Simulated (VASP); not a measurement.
# W: energy against volume

W (bcc, Im-3m, 15.514 Å³/atom and stress up to 0.28 GPa in the relaxed cell, cube axes along x, y and z) under an equal strain ε along all three axes. LDA in VASP (plane waves, PAW), 480 eV, 20×20×20 Γ-centred mesh, Methfessel-Paxton smearing 0.10 eV.

Here V stands for volume and E for E less E0.

```
volume (Å³/atom)  E less E0 (meV/atom)  pressure (GPa)
----------------  --------------------  --------------
14.6012                          61.60           22.84
14.8259                          33.88           16.50
15.0528                          14.62           10.53
15.2820                           3.46            4.94
15.5136                           0.00           -0.28
15.7474                           3.86           -5.14
15.9836                          14.67           -9.67
16.2222                          32.09          -13.90
16.4631                          55.84          -17.86
16.9521                              ?               ?
```

Fit E of the 9 rows that show it with the third-order Birch-Murnaghan form, a cubic in V^(-2/3). With u = V^(-2/3) - 0.161, the rows have u = 0.006394, 0.004699, 0.003029, 0.001385, -0.000235, -0.001830, -0.003402, -0.004951, -0.006477. Least squares gives E = 0.042 + 507.7·u + 1417414·u² + 1403337·u³. Residuals (row less fit): -0.004, 0.009, -0.003, -0.008, -0.001, 0.009, 0.006, -0.012, 0.005; standard error 0.010 (degrees of freedom: 5). Its minimum lies at u = -0.000179, so V0 = (0.160821)^(-3/2) = 15.51. There d²E/du² = 2833000 and d³E/du³ = 8420000, so B0 = (4/9) × 15.51^(-7/3) × 2833000 × 0.160218 = 337 GPa (the last factor turns the table's units into GPa), and B0' = 4 + (2/3) × 0.160821 × (8420000)/2833000 = 4.3. B0' rests on the cubic coefficient alone and has a standard error of 0.1 from these residuals.

Q: Estimate the missing E (V = 16.9521); what did the run itself give?

A: u = -0.009463, so E = 0.042 + 507.7 × (-0.009463) + 1417414 × (-0.009463)² + 1403337 × (-0.009463)³ = 120.976 meV/atom. The calculation gives 121.22 meV/atom, 0.244 meV/atom above the prediction (0.2 % of the range of E in the table). The row lies outside the fitted rows, so this is an extrapolation. From the scatter of the fitted rows alone, a prediction at this place has a standard error of 0.039 meV/atom, so the miss is 6.3 times that.

In a metal these values are sensitive to mesh and smearing; energies are taken to zero smearing, stresses follow the free energy. Spin-orbit coupling is left out, which can shift these values for the heavy elements here. Other structures, which can take over under pressure, weren't tried. The same form fitted to the pressure column gives B0' = 4.2; series where the two differ by over 0.4 aren't shown. Rows are the converged runs of the series near zero and its far end, less any whose ions stayed unrelaxed beside relaxed ones; series whose fitted rows scatter by over a few per cent of the range, as at a crossing or softening among them, aren't shown in this form.
